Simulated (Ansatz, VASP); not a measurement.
# Two plane-wave programs on CsHgH3

Contents of INCAR:

```
SYSTEM = CsHgH3
PREC = Accurate
ENCUT = 600
EDIFF = 1E-6
ISMEAR = 0
SIGMA = 0.1
LREAL = .False.
LASPH = .True.
NELM = 100
ALGO = Normal
ISIF = 3
LWAVE = .False.
LCHARG = .False.
GGA = PE
IBRION = 2
NSW = 90
EDIFFG = -0.04
```

The input KPOINTS:

```
Automatic mesh
0
Gamma
  4 4 4
  0 0 0
```

File POSCAR:

```
CsHgH3
1.0
    4.3186098374      0.0000000000      0.0000000000
    0.0000000000      4.3186098374      0.0000000000
    0.0000000000      0.0000000000      4.3186098374
Cs Hg H
1 1 3
Direct
    0.0000000000      0.0000000000      0.0000000000
    0.5000000000      0.5000000000      0.5000000000
    0.0000000000      0.5000000000      0.5000000000
    0.5000000000      0.5000000000      0.0000000000
    0.5000000000      0.0000000000      0.5000000000
```

Input for Ansatz:

```yaml
crystal:
  lattice:
    - [4.3186098374, 0.0, 0.0]
    - [0.0, 4.3186098374, 0.0]
    - [0.0, 0.0, 4.3186098374]
  atoms:
    - { symbol: Cs, position: [0.0, 0.0, 0.0] }
    - { symbol: Hg, position: [0.5, 0.5, 0.5] }
    - { symbol: H, position: [0.0, 0.5, 0.5] }
    - { symbol: H, position: [0.5, 0.5, 0.0] }
    - { symbol: H, position: [0.5, 0.0, 0.5] }
basis:
  ecutwfc: 420
kpoints:
  mp_grid: { grid: [4, 4, 4] }
hamiltonian:
  xc: pbe
scf:
  occupations: { method: gaussian, width: 0.1 }
  lower_state_search: "off"
output:
  forces: true
  stress: true
  eigenvalues: true
relax:
  adjacent_minimum: "off"
  f_tol: 0.04
  max_steps: 70
  cell: { stress_tol: 0.4 }
```

Alike in both runs: task relaxation of cell and atoms; functional PBE; k mesh 4 × 4 × 4; occupations gaussian, width 0.1 eV; no spin polarisation.

```csv
,VASP,Ansatz
version,VASP 6.6.1,Ansatz 0.2.0
potentials or method,"VASP PAW PBE potentials, release 64 (Cs_sv, Hg, H)","scalar-relativistic, plane waves, PAW"
plane-wave cutoff (eV),600,420
valence electrons in the cell,24,32
```

```tsv
	VASP	Ansatz	Ansatz less VASP
gap on the k mesh at the Fermi level, each at its own relaxed structure (eV)	none	none	-
relaxed volume (Å³/atom)	16.11	16.11	0.000
relaxed cell length with the largest relative difference (Å)	4.319	4.319	0.0000
```

A gap of «none» marks a metal or a gap that the smearing closes. The two sets of potentials don't hold the same shells in valence.

Caveats: the k mesh is coarse (spacing up to 0.36 Å⁻¹), so the values aren't converged; the relaxation stopped at its first step, so nothing moved. The runs have no spin-orbit coupling, so splittings on Cs, Hg are missing.
